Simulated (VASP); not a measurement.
```
CELL_PARAMETERS angstrom
      1.81500    -3.14367     0.00000
      1.81500     3.14367     0.00000
      0.00000     0.00000     5.78000
ATOMIC_POSITIONS crystal
  Gd 0.33333 0.66667 0.25000
  Gd 0.66667 0.33333 0.75000
```

Computed with rev-vdW-DF2, VASP's PBE PAW potentials (set 64) (plane waves; VASP). Run with 520 eV cut-off, 10×10×6 Γ-centred mesh, first-order Methfessel-Paxton smearing of 0.10 eV, potentials Gd_3.

The 4f electrons are frozen in the core of the lanthanide potential, so 4f levels, which can set the real gap, and their magnetism are missing. Energy and stress use the plane-wave basis of the starting cell.

Q: The ions, cell shape and volume are relaxed. Predict the relaxed structure.

A: 
```
CELL_PARAMETERS angstrom
      1.79776    -3.11381     0.00000
      1.79776     3.11381     0.00000
      0.00000     0.00000     5.64864
ATOMIC_POSITIONS crystal
  Gd 0.33333 0.66667 0.25000
  Gd 0.66667 0.33333 0.75000
```
Space group P6_3/mmc (194), at a tolerance of 0.03 Å.

Q: How do energy and volume change from the first to the last step?

A: The energy (σ→0) changes by -8.3 meV/atom and the volume by -4.1 %, in 6 ionic steps.

```tsv
step	E(σ→0) (eV)	max force (eV/Å)	pressure (GPa)	volume (Å³)
1	-4.6574	0.000	-1.69	65.96
2	-4.6734	0.000	0.29	62.69
3	-4.6738	0.000	0.05	63.09
4	-4.6738	0.000	0.00	63.15
5	-4.6739	0.000	0.00	63.18
6	-4.6740	0.000	-0.01	63.24
```

The compound is Gd in the hcp structure. This run relaxes it. Symmetry was kept, so distortions that lower it aren't found.
